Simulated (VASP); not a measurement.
PbF2: stress against strain

PbF2 (fluorite, Fm-3m, 17.071 Å³/atom and stress up to 0.08 GPa in the relaxed cell, cube axes along x, y and z) under a strain ε along a cube axis (axis z), the other axes held. PBEsol in VASP (plane waves, PAW), 600 eV, 10×10×10 Γ-centred mesh, Gaussian smearing 0.05 eV; ions are relaxed, or left where forces stay under 0.02 eV/Å, within the symmetry of each cell. Stress is positive for a compressed cell.

Here s stands for strain and y for stress zz.

```
strain (%)  stress zz (GPa)
----------  ---------------
-1.50                  1.65
-1.00                  1.07
-0.50                  0.49
0.00                  -0.08
0.50                  -0.64
1.00                  -1.19
1.50                  -1.74
3.00                      ?
```

Taking a straight line for y over the 7 complete rows: Means: s 0, y -0.063. About the means, the sum of products is -7.9100 and the sum of squares of s is 7.0000; the slope is their ratio. Least squares gives y = -0.063 - 1.1300·s. Residuals (row less fit): 0.018, 0.003, -0.012, -0.017, -0.012, 0.003, 0.018; standard error 0.016 (degrees of freedom: 5). The slope gives the elastic constant C11 = 113.0 ± 0.6 GPa (± standard error of the fit, which holds the terms cut off).

Question: Predict the withheld y at s = 3.00 from the fit, and compare with the calculation.

Answer: y = -0.063 - 1.1300 × 3.0 = -3.453 GPa. The calculation gives -3.32 GPa, 0.133 GPa above the prediction (2.7 % of the range of y in the table). The row lies outside the fitted rows, so this is an extrapolation. From the scatter of the fitted rows alone, a prediction at this place has a standard error of 0.025 GPa, so the miss is 5.3 times that.

A polynomial of degree 2 through the 12 other runs of the series gives -3.32 there, so most of the miss is curvature that the fit leaves out. Spin-orbit coupling is left out, which can shift these values for the heavy elements here. PbF2 is here the β form. Rows are the converged runs of the series near zero and its far end, less any whose ions stayed unrelaxed beside relaxed ones; series whose fitted rows scatter by over a few per cent of the range, as at a crossing or softening among them, aren't shown in this form. Most that stay on the fit to the last digits aren't either.
